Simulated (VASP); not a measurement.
OSZICAR of a VASP run on AuZn (CsCl type):

### OSZICAR
```
       N       E                     dE             d eps       ncg     rms          rms(c)
DAV:   1     0.122077671373E+03    0.12208E+03   -0.11838E+04  2640   0.203E+03
DAV:   2    -0.246503248792E+01   -0.12454E+03   -0.12102E+03  2597   0.345E+02
DAV:   3    -0.596395052994E+01   -0.34989E+01   -0.34924E+01  3115   0.668E+01
DAV:   4    -0.598420162243E+01   -0.20251E-01   -0.20250E-01  2940   0.438E+00
DAV:   5    -0.598442812822E+01   -0.22651E-03   -0.22651E-03  3150   0.474E-01    0.158E+01
DAV:   6    -0.541400172036E+01    0.57043E+00   -0.15502E+00  2695   0.161E+01    0.904E+00
DAV:   7    -0.535892447771E+01    0.55077E-01   -0.89823E-02  3175   0.519E+00    0.374E+00
DAV:   8    -0.534847743217E+01    0.10447E-01   -0.90093E-03  2940   0.117E+00    0.267E-01
DAV:   9    -0.534849118488E+01   -0.13753E-04   -0.18311E-04  3038   0.241E-01    0.499E-02
DAV:  10    -0.534850114243E+01   -0.99575E-05   -0.86111E-06  2914   0.342E-02    0.276E-02
DAV:  11    -0.534850095006E+01    0.19237E-06   -0.64358E-07  1785   0.298E-02
   1 F= 0.17822613E+01 E0= 0.17824946E+01  d E =0.178226E+01
```

Q: Which electronic solver shows in the log?

A: It is blocked Davidson (ALGO = Normal, or the opening steps of other solvers). The INCAR had ALGO = Normal.

Q: Can the final energy be trusted as converged?

A: Self-consistency was reached. It stopped with EDIFF = 1E-6, NELM = 100, NSW = 40 and EDIFFG = -0.02 after 1 ionic step (PBEsol GGA, plane waves, VASP's PBE PAW potentials (set 64)).

The compound is AuZn in the CsCl type structure. It was relaxed first under an external pressure of 45 GPa. The electron count is odd and the run is not spin-polarised, which forces a metal.
